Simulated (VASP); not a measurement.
Crystal: KW4.

```
CELL_PARAMETERS angstrom
4.42810 0.00000 0.00000
0.00000 4.42810 0.00000
0.00000 0.00000 4.42810
ATOMIC_POSITIONS crystal
K 0.50000 0.50000 0.50000
W 0.00000 0.50000 0.50000
W 0.50000 0.00000 0.50000
W 0.50000 0.50000 0.00000
W 0.00000 0.00000 0.00000
```

The cell was built by a generator and needn't be a form met in nature.

The cell isn't the ideal one: random cell by space group and Wyckoff sites (Pm-3m, No. 221).

* Program: VASP 6.6.1
* Task: relaxation of cell and atoms
* Functional: PBE
* Potentials or basis: VASP PAW PBE potentials, release 64 (K_sv, W_sv)
* Cutoff: 600 eV
* k mesh: 8 × 8 × 8
* Occupations: gaussian, width 0.1 eV
* Spin: no spin polarisation

At the start: pressure 2.9 GPa; volume 17.37 Å³/atom.

Q: How do energy, volume and symmetry change on relaxing?

A: Over 3 steps the energy falls by 2.9 meV/atom and the volume is 17.66 Å³/atom (+1.7 %); space group Pm-3m (No. 221, to 0.05 Å).

The path:
```csv
step,energy change (eV),largest force (eV/Å),pressure (GPa),volume (Å³)
1,0.0000,0.0000,2.86,86.83
2,0.0214,0.0000,-4.27,90.78
3,-0.0143,0.0000,-0.02,88.30
```

Final structure:
```
K W
1.0
     4.45296    0.00000    0.00000
     0.00000    4.45296    0.00000
     0.00000    0.00000    4.45296
K W
1 4
Direct
  0.50000 0.50000 0.50000
  0.00000 0.50000 0.50000
  0.50000 0.00000 0.50000
  0.50000 0.50000 0.00000
  0.00000 0.00000 0.00000
```
